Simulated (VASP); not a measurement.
BaB under changes of volume

One of the cells (25.535 Å³/atom); the others are scaled copies at fixed shape and fractional positions:

```
Ba B
1.0
     3.71014    0.00000    0.00000
     0.00000    3.71014    0.00000
     0.00000    0.00000    3.71014
Ba B
1 1
Direct
  0.00000 0.00000 0.00000
  0.50000 0.50000 0.50000
```

The cell was built by a generator and needn't be a form met in nature.

| Property | Result |
| --- | --- |
| Program | VASP 6.6.1 |
| Functional | PBE |
| Potentials or basis | VASP PAW PBE potentials, release 64 (Ba_sv, B) |
| Cutoff | 520 eV |
| k mesh | 7 × 7 × 7 |
| Occupations | fermi-dirac, width 0.05 eV |
| Spin | no spin polarisation |

```csv
volume (Å³/atom),energy over the lowest point (meV/atom),pressure (GPa)
23.533,20.46,3.6
24.033,?,?
24.534,4.73,1.6
25.535,0.00,0.1
26.036,1.03,-0.6
26.537,4.02,-1.2
```

Task: What does the run at 24.033 Å³/atom give?

Result: Energy over the lowest point 11.05 meV/atom; pressure 2.5 GPa.

Worked out: A Birch-Murnaghan fit of order 3 (a polynomial in V^(-2/3)) to the other rows has its minimum at 25.54 Å³/atom with B0 = V·E''(V) = 36 GPa and B' = 4.8. It gives 11.07 meV/atom at 24.033 Å³/atom, against the run's 11.05, and -dE/dV = 2.5 GPa, against 2.5.

Energies are extrapolated to zero smearing.
